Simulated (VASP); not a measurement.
Set up this calculation in VASP 6.6.1, as the native input.

- Task: single point
- Functional: PBE
- Potentials or basis: VASP PAW PBE potentials, release 64 (Ca_sv, Ir)
- Cutoff: 520 eV
- k mesh: 6 × 6 × 6
- Occupations: gaussian, width 0.1 eV
- Spin: no spin polarisation
- Dipole correction: no
- Further INCAR settings: ALGO = Normal; EDIFF = 1e-06; NBANDS = 22

The structure of Ca2Ir lies in POSCAR:

```
Ca2Ir
1.0
    2.4294534124      1.4026455828      3.9825420094
   -2.4294534124      1.4026455828      3.9825420094
    0.0000000000     -2.8052911621      3.9825420106
Ca Ir
2 1
Direct
    0.2498812275      0.2498812275      0.2498812275
    0.7501187725      0.7501187725      0.7501187725
    0.0000000000      0.0000000000      0.0000000000
```

The cell was built by a generator and needn't be a form met in nature.

The cell isn't the ideal one: species swapped into the NiI2 type (R-3m, No. 166).

The input as run:

INCAR

```
  PREC = Accurate
  ENCUT = 520
  EDIFF = 1E-6
  ISMEAR = 0
  SIGMA = 0.1
  LREAL = F
  LASPH = T
  NELM = 60
  ALGO = Normal
  ISIF = 2
  LWAVE = F
  LCHARG = F
  GGA = PE
  NBANDS = 22
```

KPOINTS

```
regular mesh
0
Gamma
  6 6 6
```

Potentials or basis: VASP PAW PBE potentials, release 64 (Ca_sv, Ir).

Command:

```bash
$ cat potpaw_PBE.64/Ca_sv/POTCAR potpaw_PBE.64/Ir/POTCAR > POTCAR
$ mpirun -np 1 vasp_std > vasp.out
```

Results of the run:

```
Pressure               : 0.1 GPa
Band gap on the k mesh : none (metal or under the smearing width)
```

Wall time 25 s on 1 thread of Intel(R) Xeon(R) 6975P-C (Granite Rapids) (shared host), peak memory 0.23 GiB.
